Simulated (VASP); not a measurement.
All values below come from vdW-DF-cx, VASP's PBE PAW potentials (set 64) (plane waves; VASP).

VASP ran on this input.

File POSCAR:
```
MnS
5.0509560
  0.9999999715   0.4980163142   0.4980163142
  0.4980163142   0.9999999715   0.4980163142
  0.4980163142   0.4980163142   0.9999999715
Mn S
2 2
Direct
  0.0000000000   0.0000000000   0.0000000000
  0.5000000000   0.5000000000   0.5000000000
  0.2500000000   0.2500000000   0.2500000000
  0.7500000000   0.7500000000   0.7500000000
```

**KPOINTS**
```
Automatic mesh
0
gamma
  8 8 8
0 0 0
```

INCAR:
```
# general
SYSTEM  =MnS
PREC    =Accurate
ENCUT   =520
LREAL   =.False.
LASPH   =.True.

# electronic loop
EDIFF   =1E-7
NELM    =100
ALGO    =Normal
LMAXMIX =4

# smearing
ISMEAR  =-5

# functional
GGA     =CX
LUSE_VDW=.True.
AGGAC   =0.0

# spin
ISPIN   =2
MAGMOM  =4.1 -4.1 2*0.0

# ions
ISIF    =2

# output
LWAVE   =.False.
LCHARG  =.True.
LORBIT  =11
NEDOS   =601

# other
LEFG    =.True.
```

POTCAR, in this order: Mn_pv S (PBE.64 set). Program: vasp_std.

The run wrote:

OSZICAR:
```
       N       E                     dE             d eps       ncg     rms          rms(c)
DAV:   1     0.389854361923E+03    0.38985E+03   -0.21593E+04  6388   0.182E+03
DAV:   2     0.143579657150E+02   -0.37550E+03   -0.37064E+03  6008   0.486E+02
DAV:   3    -0.205042291113E+02   -0.34862E+02   -0.34470E+02  8621   0.135E+02
DAV:   4    -0.216391537154E+02   -0.11349E+01   -0.11342E+01  6897   0.227E+01
DAV:   5    -0.216646139647E+02   -0.25460E-01   -0.25456E-01  7534   0.395E+00    0.172E+01
DAV:   6    -0.196752108528E+02    0.19894E+01   -0.27815E+01  7852   0.498E+01    0.156E+01
DAV:   7    -0.195477621409E+02    0.12745E+00   -0.28696E+00  7227   0.202E+01    0.891E+00
DAV:   8    -0.195785443420E+02   -0.30782E-01   -0.35553E-01  7925   0.507E+00    0.429E+00
DAV:   9    -0.195655175442E+02    0.13027E-01   -0.67421E-02  7977   0.256E+00    0.366E-01
DAV:  10    -0.195678123467E+02   -0.22948E-02   -0.13434E-02  7495   0.715E-01    0.197E-01
DAV:  11    -0.195678970690E+02   -0.84722E-04   -0.78514E-04  7021   0.243E-01    0.117E-01
DAV:  12    -0.195679570438E+02   -0.59975E-04   -0.26761E-04  7476   0.914E-02    0.853E-02
DAV:  13    -0.195679858831E+02   -0.28839E-04   -0.23694E-05  6527   0.393E-02    0.461E-02
DAV:  14    -0.195680000063E+02   -0.14123E-04   -0.15991E-05  6624   0.313E-02    0.143E-02
DAV:  15    -0.195680009903E+02   -0.98402E-06   -0.10740E-06  7389   0.964E-03    0.364E-03
DAV:  16    -0.195680009361E+02    0.54247E-07   -0.11983E-07  4222   0.322E-03
   1 F= -.19568001E+02 E0= -.19568001E+02  d E =0.000000E+00  mag=    -0.0000
```

### OUTCAR
```
------------------------ aborting loop because EDIFF is reached ----------------------------------------
  FORCE on cell =-STRESS in cart. coord.  units (eV):
  Direction    XX          YY          ZZ          XY          YZ          ZX
  --------------------------------------------------------------------------------------
  Total       -0.0209358     -0.0209358     -0.0209358     -0.0460950     -0.0460950     -0.0460950
  in kB       -0.5175275     -0.5175275     -0.5175275     -1.1394532     -1.1394532     -1.1394532
  external PRESSURE =      -0.5175275 kB  Pullay stress =       0.0000000 kB
  volume of cell :       64.81
      direct lattice vectors                 reciprocal lattice vectors
     5.050955856  2.515458490  2.515458490     0.295995931 -0.098404005 -0.098404005
     2.515458490  5.050955856  2.515458490    -0.098404005  0.295995931 -0.098404005
     2.515458490  2.515458490  5.050955856    -0.098404005 -0.098404005  0.295995931
 POSITION                                       TOTAL-FORCE (eV/Angst)
 -----------------------------------------------------------------------------------
      0.00000      0.00000      0.00000        -0.000000     -0.000000     -0.000000
      5.04094      5.04094      5.04094         0.000000     -0.000000     -0.000000
      2.52047      2.52047      2.52047         0.000000      0.000000      0.000000
      7.56140      7.56140      7.56140        -0.000000      0.000000      0.000000
 -----------------------------------------------------------------------------------
    total drift:                                0.000000     -0.000000     -0.000000
  FREE ENERGIE OF THE ION-ELECTRON SYSTEM (eV)
  ---------------------------------------------------
  free  energy   TOTEN  =       -19.5680009361 eV

  energy  without entropy=      -19.5680009361  energy(sigma->0) =      -19.56800094

 total charge

# of ion       s       p       d       tot
------------------------------------------
    1        0.228   6.189   4.995  11.413
    2        0.228   6.189   4.995  11.413
    3        1.326   2.420   0.000   3.745
    4        1.326   2.420   0.000   3.745
--------------------------------------------------
tot          3.108  17.217   9.991  30.316

 magnetization (x)

# of ion       s       p       d       tot
------------------------------------------
    1        0.013   0.014   4.035   4.062
    2       -0.013  -0.014  -4.035  -4.062
    3        0.000   0.000   0.000   0.000
    4        0.000   0.000   0.000   0.000
--------------------------------------------------
tot          0.000   0.000   0.000   0.000

 Electric field gradients after diagonalization (V/A^2)
 (convention: |V_zz| > |V_xx| > |V_yy|)
----------------------------------------------------------------------
 ion       V_xx      V_yy      V_zz     asymmetry (V_yy - V_xx)/ V_zz
----------------------------------------------------------------------
   1       1.602     1.602    -3.204       0.000
   2       1.602     1.602    -3.204       0.000
   3       2.193     2.193    -4.387       0.000
   4       2.193     2.193    -4.387       0.000
```
(Selected blocks of OUTCAR.)

File OUTCAR:
```
 val. band max:        7.3097005956   @ k =   0.5000   0.5000   0.5000

 cond. band min:       7.7282133105   @ k =   0.5000   0.0000   0.0000


 Fermi energy:         7.3834362273

 spin component 1

 k-point     1 :       0.0000    0.0000    0.0000
  band No.  band energies     occupation
      1     -42.7552      1.00000
      2     -42.7552      1.00000
      3     -42.7497      1.00000
      4     -38.5539      1.00000
      5     -38.5539      1.00000
      6     -38.5245      1.00000
      7      -7.4250      1.00000
      8      -5.8385      1.00000
      9       0.2832      1.00000
     10       2.8796      1.00000
     11       2.8796      1.00000
     12       4.5071      1.00000
     13       4.5071      1.00000
     14       4.7161      1.00000
     15       5.7186      1.00000
     16       5.7186      1.00000
     17       5.7784      1.00000
     18       5.8615      1.00000
     19       5.8616      1.00000
     20       8.2408      0.00000
     21       8.2409      0.00000
     22       8.3963      0.00000
     23      10.0660      0.00000

 k-point     2 :       0.1250    0.0000    0.0000
  band No.  band energies     occupation
      1     -42.7566      1.00000
      2     -42.7556      1.00000
      3     -42.7495      1.00000
      4     -38.5557      1.00000
      5     -38.5543      1.00000
      6     -38.5243      1.00000
      7      -7.2635      1.00000
      8      -5.8012      1.00000
      9       0.5069      1.00000
     10       2.7197      1.00000
     11       2.9142      1.00000
     12       4.0349      1.00000
     13       4.3231      1.00000
     14       4.6219      1.00000
     15       4.7667      1.00000
     16       5.4383      1.00000
     17       5.5167      1.00000
     18       6.0825      1.00000
     19       6.6497      1.00000
     20       8.2081      0.00000
     21       8.4139      0.00000
     22       8.4308      0.00000
     23       9.3434      0.00000
...
```

The compound is MnS in the rock salt, AFM-II order structure. It was relaxed first, which changed the volume by -9 %.
